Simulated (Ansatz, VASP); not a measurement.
**AgHgF3 in VASP and in Ansatz**

Contents of INCAR:

```
ALGO = Normal
EDIFF = 1E-6
EDIFFG = -0.005
ENCUT = 600
GGA = PE
IBRION = 2
ISIF = 3
ISMEAR = 0
LASPH = T
LCHARG = F
LREAL = F
LWAVE = F
NELM = 100
NSW = 100
PREC = Accurate
SIGMA = 0.1
```

Contents of KPOINTS:

```
k-points
0
Gamma
  8 8 8
```

The input POSCAR:

```
AgHgF3
1.0
    4.5317085797      0.0000000000      0.0000000000
    0.0000000000      4.5317085797      0.0000000000
    0.0000000000      0.0000000000      4.5317085797
Ag Hg F
1 1 3
Direct
    0.0000000000      0.0000000000      0.0000000000
    0.5000000000      0.5000000000      0.5000000000
    0.5000000000      0.5000000000      0.0000000000
    0.0000000000      0.5000000000      0.5000000000
    0.5000000000      0.0000000000      0.5000000000
```

Input for Ansatz:

```yaml
crystal:
  lattice:
    - [4.5317085797, 0.0, 0.0]
    - [0.0, 4.5317085797, 0.0]
    - [0.0, 0.0, 4.5317085797]
  atoms:
    - { symbol: Ag, position: [0.0, 0.0, 0.0] }
    - { symbol: Hg, position: [0.5, 0.5, 0.5] }
    - { symbol: F, position: [0.5, 0.5, 0.0] }
    - { symbol: F, position: [0.0, 0.5, 0.5] }
    - { symbol: F, position: [0.5, 0.0, 0.5] }
basis:
  ecutwfc: 420
kpoints:
  mp_grid: { grid: [8, 8, 8] }
hamiltonian:
  xc: pbe
scf:
  occupations: { method: gaussian, width: 0.1 }
output:
  forces: true
  stress: true
  eigenvalues: true
relax:
  adjacent_minimum: "off"
  f_tol: 0.005
  max_steps: 80
  cell: { stress_tol: 0.05 }
```

The cell comes from a database or a generator and needn't be the stable form of this composition.

Alike in both runs: task relaxation of cell and atoms; functional PBE; k mesh 8 × 8 × 8; occupations gaussian, width 0.1 eV; no spin polarisation.

|  | VASP | Ansatz |
| --- | --- | --- |
| version | VASP 6.6.1 | Ansatz 0.2.0 |
| potentials or method | VASP PAW PBE potentials, release 64 (Ag, Hg, F) | scalar-relativistic, plane waves, PAW |
| plane-wave cutoff (eV) | 600 | 420 |
| valence electrons in the cell | 44 | 60 |

VASP gave:

- gap on the k mesh at the Fermi level, each at its own relaxed structure (eV): none
- relaxed volume (Å³/atom): 18.75
- relaxed cell length with the largest relative difference (Å): 4.543

Question: What did Ansatz give for the same quantities?

Answer: gap on the k mesh at the Fermi level, each at its own relaxed structure (eV): none; relaxed volume (Å³/atom): 18.68; relaxed cell length with the largest relative difference (Å): 4.537.

A gap of «none» marks a metal or a gap that the smearing closes. The two sets of potentials don't hold the same shells in valence.

Spin-orbit coupling is left out, which matters for the levels of Hg.
